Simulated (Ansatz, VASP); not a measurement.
# BiAs in two plane-wave programs, part 2 of 2

Wanted: the spread between two codes on one cell, functional and k mesh. The cell is generated by rule, not measured, and may not be a known phase. The cell is taken from a series of runs on this material, whose earlier steps may have relaxed, scaled, displaced or heated it; both programs get it as it stands.

VASP 6.6.1 and Ansatz 0.2.0.

So far: The structure; VASP: zone-centre phonons, PBE.

The structure was built from a prototype and need not be the compound's stable phase.

### 3. Ansatz: zone-centre phonons, PBE

Level of this step: Ansatz beside VASP: Kohn-Sham DFT, plane waves, PBE (Ansatz).

Ansatz runs on its default PAW (the set named soft_2) files.

The same cell, functional, mesh and smearing now go to Ansatz, which takes its cutoff from its data sets.

input.yaml reads:

```yaml
crystal:
  lattice:
    - [2.1148063816, 1.2209840337, 3.7384497189]
    - [-2.1148063816, 1.2209840337, 3.7384497189]
    - [0.0, -2.4419680674, 3.7384497189]
  atoms:
    - { symbol: Bi, position: [0.0113406411, 0.0113406411, 0.0113406411] }
    - { symbol: As, position: [0.4751541749, 0.4751541749, 0.4751541749] }
kpoints:
  mp_grid: { grid: [12, 12, 12] }
hamiltonian:
  xc: pbe
scf:
  occupations: { method: methfessel_paxton, width: 0.2 }
output:
  eigenvalues: true
phonons:
  method: dfpt
```

The run is started by

```sh
$ ansatz run input.yaml --threads 4 --pin off --max-ram 7168MiB --backend cpu --events-out ev --progress --plain --runs-dir out
```

Numbers of over 12 decimals in the logs are rounded to 6 here.

Output:

```text
Engine: ansatz 0.2.0, aarch64-unknown-linux-gnu
Pseudopotentials: kind: paw
Pseudopotential: Bi, paw, valence charge 15, recommended cutoff 420 eV (normal), Bi.paw.azcp
Pseudopotential: As, paw, valence charge 15, recommended cutoff 420 eV (normal), As.paw.azcp
Functional definition: PBE
  parameter kappa = 0.804
  parameter beta = 0.066725
  exchange = pbe_x(kappa = kappa, mu = beta*pi^2/3)
  correlation = pbe_c(beta = beta)
Crystal: 2 atoms, lattice volume = 57.919 Å³
Basis set: ecut = 420 eV, 1141 PW (Γ), exchange–correlation on 60×60×60 points (8 copies of the dense FFT grid, shifted against one another)
Bands: 19, of which v1, the nominal top of the filled ones, is band 15 counted from 1 (14 counted from 0)
Symmetry: 6 space group operations
k-points: 476 of 1728 (irreducible under 2 space group operations, time reversal used)
Non-local potential: Bi, projectors of the file, l = 0: 2, l = 1: 2, l = 2: 2, l = 3: 2
Non-local potential: As, projectors of the file, l = 0: 2, l = 1: 2, l = 2: 3, l = 3: 1
PAW form: soft (Blöchl's): semilocal exchange-correlation on the pseudo side does not see the compensation charge
PAW one-centre angular grid: Bi, 590 points (default); XC on 64 Gauss nodes
PAW one-centre angular grid: As, 590 points (default); XC on 64 Gauss nodes
Initial density: superposition of atomic densities (neutral atoms: chi_scale 0, normalization atom), corrected by the library's trained network
Initial wavefunctions: pseudopotential atomic-orbital guess
Functional: x = pbe(κ = 0.804, μ = 0.219515), c = pbe(β = 0.066725)
SCF iter   1: F=—  HF=-17252.739857 eV  |F-HF|=—  |Δ(HF+E_count)|=         —  Δρ=1.99e-3  dr2=3.49e-3  ethr=1.77e-3  ⟨swp⟩=5.3  Hψ=39435  notcnv=0
preconditioner: auto → none  [insulator: Δε(μ)=0.234 eV  Ē_g=9.263 eV  σ=0.200 eV  W_gap=0.70  n_scr=14 (ndim 8)  ℏωp=15.4 eV  f_vac=0.005  D(μ)=0.15/eV (n_scr^D=0)  ε∞_Penn≈3.8]
SCF iter   2: F=—  HF=-17252.738442 eV  |F-HF|=—  |Δ(HF+E_count)|=   1.42e-3  S|Δr|=    0.00e0  Δρ=7.73e-4  dr2=3.55e-4  ethr=1.16e-5  ⟨swp⟩=2.0  Hψ=17624  notcnv=0
SCF iter   3: F=—  HF=-17252.738427 eV  |F-HF|=—  |Δ(HF+E_count)|=   1.55e-5  S|Δr|=    0.00e0  Δρ=3.75e-4  dr2=7.75e-5  ethr=1.18e-6  ⟨swp⟩=2.8  Hψ=16199  notcnv=0
SCF iter   4: F=—  HF=-17252.738448 eV  |F-HF|=—  |Δ(HF+E_count)|=   2.11e-5  S|Δr|=    0.00e0  Δρ=1.37e-4  dr2=1.25e-5  ethr=2.58e-7  ⟨swp⟩=2.0  Hψ=11028  notcnv=0
SCF iter   5: F=—  HF=-17252.738453 eV  |F-HF|=—  |Δ(HF+E_count)|=   5.55e-6  S|Δr|=    0.00e0  Δρ=3.61e-5  dr2=6.35e-7  ethr=4.17e-8  ⟨swp⟩=2.0  Hψ=16186  notcnv=0
SCF iter   6: F=—  HF=-17252.738452 eV  |F-HF|=—  |Δ(HF+E_count)|=   1.08e-6  S|Δr|=    0.00e0  Δρ=1.46e-5  dr2=8.94e-8  ethr=2.12e-9  ⟨swp⟩=2.0  Hψ=13810  notcnv=0
SCF iter   7: F=—  HF=-17252.738452 eV  |F-HF|=—  |Δ(HF+E_count)|=   5.97e-8  S|Δr|=    0.00e0  Δρ=2.90e-6  dr2=4.04e-9  ethr=2.98e-10  ⟨swp⟩=2.0  Hψ=16162  notcnv=0
SCF iter   8: F=—  HF=-17252.738452 eV  |F-HF|=—  |Δ(HF+E_count)|=  7.46e-10  S|Δr|=    0.00e0  Δρ=5.61e-7  dr2=1.43e-10  ethr=1.35e-11  ⟨swp⟩=2.0  Hψ=13818  notcnv=0
SCF iter   9: F=-17252.738452 eV  HF=-17252.738452 eV  |F-HF|=7.28e-12  |Δ(HF+E_count)|=  6.55e-11  S|Δr|=    0.00e0  Δρ=8.28e-8  dr2=3.17e-12  ethr=1.00e-12  ⟨swp⟩=5.1  Hψ=52714  notcnv=0
SCF 1 converged in 9 iterations: F = -17252.738452 eV  dr2 = 3.17e-12
  greatest PAW one-centre occupation: 0.999 electrons in one spin orbital (limit 2), on the As atom at site 1 (counted from 0), in its partial waves of l = 2
DFPT response loops at Γ: preconditioner auto → Kerker (q_TF=auto, 2.445 Å⁻¹) (partly filled bands, converged f_vac=0.004); β = 1.00, the filter's whole step (`scf.mixing.beta` (0.50) is not read by the response loops under this deck's `scf.mixing.preconditioner`; to damp them name `kerker` or `kerker_dos`, under which they read `scf.mixing.beta`, and type it under 1.00, their step now; both keys bind the ground state too); Broyden in place of MSR1
SCF converged after 9 iterations
Stability not checked: this state was not tested for a lower state beside it, because cold or Methfessel-Paxton smearing, or corrected tetrahedra, fill the levels in a way that the test cannot read (fill_not_monotonic; see scf.lower_state_search)
Free energy (F): -17252.738452 eV
Harris-Foulkes:  -17252.738452 eV  (|F-HF|=7.28e-12)
Internal energy: -17252.740025 eV  (E = F + TS)
E sigma→0 (E₀):  -17252.738845 eV
Entropy (-TS):   0.001573 eV (0.786 meV/atom)
Fermi energy:    9.598914 eV
--- Per-component energies (eV) ---
  E_band       = -350.515523
  E_kinetic    = 403.780204
  E_local      = -3324.175923  (includes V_loc(G=0)·N_el)
  E_nonlocal   = -110.409465
  E_hartree    = 1478.267149
  E_xc         = -230.235740
  E_vxc        = -223.032154  (∫ρ·V_xc dr)
  E_paw        = -12497.756617  (= ΣΔE_a)
  E_vpaw       = -53.212123  (= ΣTr[D̂ρ^β])
  E_aug_tail   = -0.000431  (compensation charges beyond the density's cutoff)
  E_ewald      = -2972.209200
  E_smearing   = 0.001573  (= −TS)
  E_closure    = -0.000000  (closes the sum)
  Σ components = -17252.738452   (vs F -17252.738452, Δ=0.00e0)
--- Band table (eV; the first three rows and the last of 476) ---
  k-point 0: bands = [... 11 lower, 2.9308, 7.9584, 8.2527, 8.2527, 12.1971, 12.9032, 12.9032, 16.0086]
  k-point 1: bands = [... 11 lower, 2.7342, 7.9924, 8.2347, 8.2580, 12.1161, 12.6210, 12.7377, 15.5351]
  k-point 2: bands = [... 11 lower, 2.2002, 8.0052, 8.1907, 8.3565, 11.6625, 12.1516, 12.3113, 15.2221]
  k-point 475: bands = [... 11 lower, -0.0311, 8.7275, 8.7275, 8.8581, 10.5649, 10.5649, 10.7585, 17.1426]
--- Phonons (Γ-DFPT): 4 representative perturbations + reference, on 476 of 1728 k-points (Σ response iterations 12) ---
  k mesh reduced under 2 symmetry operations, with k and −k counted as one. Each operation leaves every solved perturbation unchanged. A smaller set is not used because it would not reduce the number of displacements times k-points to solve
  ASR residual: 1.365e-4 → 0.000e0 eV/Å²; symmetrization residual: 5.094e-5 eV/Å²
  ASR residual per site (eV/Å²): 1.37e-4 2.78e-5
  Γ frequencies (cm⁻¹): 0.00 0.00 0.00 106.13 106.13 153.21
  non-analytic LO–TO correction: not included (Born effective charges unavailable; polar crystals: no LO–TO splitting at Γ)
```

### 4. Differences

Known differences besides the potentials themselves: the data sets hold 30 valence electrons in Ansatz (on its default PAW (the set named soft_2) files) and 20 in VASP; the cutoff is 420 eV in Ansatz and 500 eV in VASP. Total energies have different zeros and are not compared.

Both answers:

| quantity | Ansatz | VASP | difference |
| --- | --- | --- | --- |
| optical mode 1 to 2 (cm⁻¹) | 106.1 | 106.7 | -0.52 % |
| optical mode 3 (cm⁻¹) | 153.2 | 153.8 | -0.35 % |

Modes are paired by rising frequency, not by their patterns, so a pair may set unlike modes beside each other; they are those without the splitting of longitudinal modes.

### 5. Summary of results

| Property | Result |
| --- | --- |
| r.m.s. difference of the optical zone-centre modes, each program's sorted by frequency (zone-centre phonons, PBE) | 0.55 cm⁻¹ |
| difference in optical mode 1 to 2 (zone-centre phonons, PBE) | -0.5 % |

The r.m.s. difference of the optical zone-centre modes, each program's sorted by frequency is 0.55 cm⁻¹ (zone-centre phonons, PBE). The data sets hold unlike numbers of valence electrons (30 in Ansatz and 20 in VASP), so part of the differences comes from the potentials. Among the rows given in per cent, the largest difference of the zone-centre phonons, PBE pair is in optical mode 1 to 2, -0.5 %. How closely two codes agree says nothing of how well the functional describes the real material.

[Lines on the potential files, build, host, timing and source positions are cut from VASP's logs without a mark.]

[Logs are printed without paths, hosts, clocks, repeated set-up lines and the standing remarks that a program may print on its own settings, such as how far it seeks lower states.]

[Hosts, paths, dates, database ids (printed as entryN), source tags and the programs' standing remarks are cut or masked in the printed files.]
